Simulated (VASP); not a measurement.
Given:

```
MgB2
1.0
    1.54294    -2.67244     0.00000
    1.54294     2.67244     0.00000
    0.00000     0.00000     3.48346
Mg B
1 2
Direct
  0.00000   0.00000   0.00000
  0.33333   0.66667   0.50000
  0.66667   0.33333   0.50000
```

Level of theory: vdW-DF-cx, VASP's PBE PAW potentials (set 64) (plane waves; VASP). Run with 520 eV cut-off, 13×13×10 Γ-centred mesh, tetrahedra with Blöchl corrections, potentials Mg B.

The cores are frozen, which limits the accuracy of field gradients.

### Question
Give the principal components of the electric field gradient (V/Å²) and the asymmetry η at each nucleus.

### Answer

| atom | Vxx | Vyy | Vzz | η |
|---|---|---|---|---|
| Mg1 | 0.2 | 0.2 | -0.5 | - |
| B2 | -9.8 | -9.8 | 19.6 | 0.00 |
| B3 | -9.8 | -9.8 | 19.6 | 0.00 |

The compound is MgB2 in the AlB2 type structure. It was relaxed first.
